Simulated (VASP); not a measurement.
Here is the system:

```
CELL_PARAMETERS angstrom
      0.00000     2.85753     2.85753
      2.85753     0.00000     2.85753
      2.85753     2.85753     0.00000
ATOMIC_POSITIONS crystal
  Ga 0.00000 0.00000 0.00000
  As 0.25000 0.25000 0.25000
```

The numbers are results of rev-vdW-DF2, VASP's PBE PAW potentials (set 64) (plane waves; VASP 6.6.1), not measurements. Run with 520 eV cut-off, Gaussian smearing of 0.050 eV, potentials Ga_d As.

Question: Give the energies of bands 7 to 12 at the high-symmetry points, in eV from the valence-band maximum.

Answer: 
```tsv
band	Γ	X	U	L	W
7	0.00	-6.71	-6.53	-6.50	-6.54
8	0.00	-2.57	-3.71	-1.10	-3.40
9	0.00	-2.57	-2.17	-1.10	-3.21
10	0.15	1.46	1.92	0.83	4.42
11	3.68	1.62	4.51	4.59	4.66
12	3.68	9.83	7.70	4.59	5.24
```

The gap is direct, 0.15 eV, from the valence maximum at Γ to the conduction minimum at Γ.

Measured: gap 1.57 eV (computed value off by -1.42 eV), as given by Wei Chen et al., Physical Review Materials (2018), doi:10.1103/physrevmaterials.2.073803 [zero-point renormalisation of 0.05 eV added back (the table's ZPR column)].

The compound is GaAs in the zinc blende structure. It was relaxed first.
